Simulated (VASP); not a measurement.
A convergence study with VASP on GaP (zinc blende): one setting is varied, all else stays as given below, so the limit is that of these other settings.

```
GaP
1.0
    0.00000     2.72500     2.72500
    2.72500     0.00000     2.72500
    2.72500     2.72500     0.00000
Ga P
1 1
Direct
  0.00000   0.00000   0.00000
  0.25000   0.25000   0.25000
```

Level of theory: LDA (Ceperley-Alder, Perdew-Zunger), VASP's LDA PAW potentials (set 64) (plane waves; VASP). The tightest run used: 550 eV cut-off, 13×13×13 Monkhorst-Pack mesh, Gaussian smearing of 0.050 eV, potentials Ga_d P.

```json
[
 {"setting": "1×1×1 mesh", "E (eV/atom)": "3.5005", "pressure (GPa)": "47.37", "irreducible k-points": "1"},
 {"setting": "2×2×2 mesh", "E (eV/atom)": "-5.1523", "pressure (GPa)": "-2.27", "irreducible k-points": "2"},
 {"setting": "3×3×3 mesh", "E (eV/atom)": "-4.9544", "pressure (GPa)": "-1.12", "irreducible k-points": "4"},
 {"setting": "4×4×4 mesh", "E (eV/atom)": "-5.2205", "pressure (GPa)": "-2.62", "irreducible k-points": "10"},
 {"setting": "5×5×5 mesh", "E (eV/atom)": "-5.1964", "pressure (GPa)": "-2.52", "irreducible k-points": "10"},
 {"setting": "6×6×6 mesh", "E (eV/atom)": "-5.2216", "pressure (GPa)": "-2.61", "irreducible k-points": "28"}
]
```

**Question.** These are the cheaper rows. Estimate the results at 13×13×13 mesh, and how far the last row shown lies from them.

**Answer.** 
```json
[
 {"quantity": "E (eV/atom)", "tightest run": "-5.2216", "last row shown is off by": "0.0000"},
 {"quantity": "pressure (GPa)", "tightest run": "-2.61", "last row shown is off by": "0.00"}
]
```

Left out are rungs that failed or repeat a setting and relaxations that didn't move; long series are thinned to 24 rows.

The compound is GaP in the zinc blende structure. The cell was not relaxed at this level.
